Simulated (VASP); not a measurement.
An input for Ansatz (written as the equivalent of a VASP run, and not itself run):

Ansatz 0.2 input:
```yaml
crystal:
  lattice:
    - [1.9363175, -3.3538004, 0.0000000]
    - [1.9363175, 3.3538004, 0.0000000]
    - [0.0000000, 0.0000000, 6.8955208]
  atoms:
    - { symbol: Sn, position: [0.0000000, 0.0000000, 1.0000000] }
    - { symbol: Se, position: [0.3333330, 0.6666670, 0.2313194] }
    - { symbol: Se, position: [0.6666670, 0.3333330, 0.7686806] }
kpoints:
  mp_grid: { grid: [7, 7, 4] }
hamiltonian:
  xc: pbe
  pseudopotentials: { kind: paw }
scf:
  occupations: { method: gaussian, width: 0.05 }
  max_iter: 100
relax:
  max_steps: 40
  f_tol: 0.02
  cell: {}
output: { forces: true, stress: true, eigenvalues: true }
```

Problem. Write the VASP files for the same calculation (PBE).

Solution. This is not unique; one that fits is 
### KPOINTS
```
Regular mesh
0
gamma
 7 7 4
0 0 0
```

### INCAR
```
SYSTEM = SnSe2
PREC = Accurate
ENCUT = 500
EDIFF = 1E-6
NELM = 100
ALGO = Normal
LREAL = .FALSE.
LASPH = .TRUE.
ISMEAR = 0
SIGMA = 0.05
GGA = PE
LMAXMIX = 4
LWAVE = .FALSE.
LCHARG = .FALSE.
IBRION = 2
ISIF = 3
NSW = 40
EDIFFG = -0.02
```

POSCAR:
```
SnSe2
1.0
  1.9363174546  -3.3538004329   0.0000000000
  1.9363174546   3.3538004329   0.0000000000
  0.0000000000   0.0000000000   6.8955207707
Sn Se
1 2
Cart
  0.0000000000   0.0000000000   6.8955207707
  1.9363174546   1.1179357135   1.5950677101
  1.9363174546  -1.1179357135   5.3004530606
```

POTCAR, in this order: Sn_d Se (PBE.64 set). Program: vasp_std.

The two are equivalent in intent, not identical: each code has its own PAW files, so the cut-off isn't converted (ENCUT is set for VASP's; basis.ecutwfc is left out, and Ansatz then takes the one that its files recommend); Ansatz stops its SCF on the density residual and VASP on the energy change (EDIFF).

The compound is SnSe2 in the 1T layered structure. It was relaxed first, which changed the volume by +16 %.
